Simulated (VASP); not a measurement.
An input for Ansatz (written as the equivalent of a VASP run, and not itself run):

Ansatz 0.2 input:
```yaml
crystal:
  lattice:
    - [0.0000000, 2.2170250, 2.2170250]
    - [2.2170250, 0.0000000, 2.2170250]
    - [2.2170250, 2.2170250, 0.0000000]
  atoms:
    - { symbol: Co, position: [0.0000000, 0.0000000, 0.0000000], spin: 3 }
    - { symbol: O, position: [0.2500000, 0.2500000, 0.2500000] }
kpoints:
  mp_grid: { grid: [13, 13, 13] }
hamiltonian:
  xc: pbesol
  pseudopotentials: { kind: paw }
magnetization: { spin_polarized: true }
scf:
  occupations: { method: methfessel_paxton, width: 0.1 }
  max_iter: 100
relax:
  max_steps: 60
  f_tol: 0.01
  cell: {}
output: { forces: true, stress: true, eigenvalues: true }
```

Problem. Write the VASP files for the same calculation (PBEsol).

Solution. This is not unique; one that fits is 
### INCAR
```
SYSTEM = CoO
PREC = Accurate
ENCUT = 520
EDIFF = 1E-6
NELM = 100
ALGO = Normal
LREAL = .FALSE.
LASPH = .TRUE.
ISMEAR = 1
SIGMA = 0.1
GGA = PS
LMAXMIX = 4
ISPIN = 2
MAGMOM = 3.0 0.0
LORBIT = 10
LWAVE = .FALSE.
LCHARG = .FALSE.
IBRION = 2
ISIF = 3
NSW = 60
EDIFFG = -0.01
```

**KPOINTS**
```
kpoints
0
gamma
13 13 13
```

POSCAR:
```
CoO
1.0
  0.0000000000   2.2170250000   2.2170250000
  2.2170250000   0.0000000000   2.2170250000
  2.2170250000   2.2170250000   0.0000000000
Co O
1 1
Cart
  0.0000000000   0.0000000000   0.0000000000
  1.1085125000   1.1085125000   1.1085125000
```

POTCAR, in this order: Co O (PBE.64 set). Program: vasp_std.

The two are equivalent in intent, not identical: each code has its own PAW files, so the cut-off isn't converted (ENCUT is set for VASP's; basis.ecutwfc is left out, and Ansatz then takes the one that its files recommend); Ansatz stops its SCF on the density residual and VASP on the energy change (EDIFF).

The structure was generated: CoO was put into the zinc blende type (F-43m), which need not be its known phase. This run relaxes it. Symmetry was kept, so distortions that lower it aren't found.
